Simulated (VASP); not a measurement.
Data:

```xyz
2
Lattice="1.4750 -2.5548 0.0000 1.4750 2.5548 0.0000 0.0000 0.0000 4.6800" Properties=species:S:1:pos:R:3 pbc="T T T"
Ti     1.4750     0.8516     1.1700
Ti     1.4750    -0.8516     3.5100
```

Computed with PBE GGA, VASP's PBE PAW potentials (set 64) (plane waves; VASP). Settings: 400 eV cut-off, 5×5×3 Γ-centred mesh, first-order Methfessel-Paxton smearing of 0.10 eV, potentials Ti_sv.

**Question.** Give the stress tensor in GPa (positive for a compressed cell).

**Answer.** 
```
-2.19   0.00   0.00
 0.00  -2.19   0.00
 0.00   0.00  -3.66
```
The pressure is its mean diagonal, -2.68 GPa.

The compound is Ti in the hcp structure. The cell was not relaxed at this level. The k-mesh is coarse (spacing up to 0.49 per Å, 2π included), so the numbers may not be converged in it. The run is one of a series of settings (KPOINTS 5×5×3 Γ-centred mesh against the base run), some of them coarse on purpose.
